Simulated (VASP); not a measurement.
**ScTe (relaxed from the wurtzite structure, space group P6_3mc): computed properties**

All values below come from PBEsol GGA, VASP's PBE PAW potentials (set 64) (plane waves; VASP).

```json
{
  "space_group": "P6_3mc (186)",
  "cell": "a = b = 4.149 Å, c = 8.539 Å, α = β = 90.00°, γ = 120.00°",
  "volume_per_atom": "31.83 Å^3/atom",
  "band gap (over mesh and band path)": "none (metal, semimetal or under 0.01 eV)",
  "density": "4.50 g/cm³"
}
```

```
ScTe
1.0
    4.14942     0.00000     0.00000
   -2.07471     3.59350     0.00000
    0.00000     0.00000     8.53862
Sc Te
2 2
Direct
  0.33333   0.66667   0.02325
  0.66667   0.33333   0.52325
  0.33333   0.66667   0.35175
  0.66667   0.33333   0.85175
```

Unless said otherwise, spin-orbit coupling is left out, though it shifts the bands of the heavy elements here.

The structure was generated: ScTe was put into the wurtzite type (P6_3mc), which need not be its known phase. It was relaxed first, which changed the volume by -29 %. Symmetry was kept, so distortions that lower it aren't found.
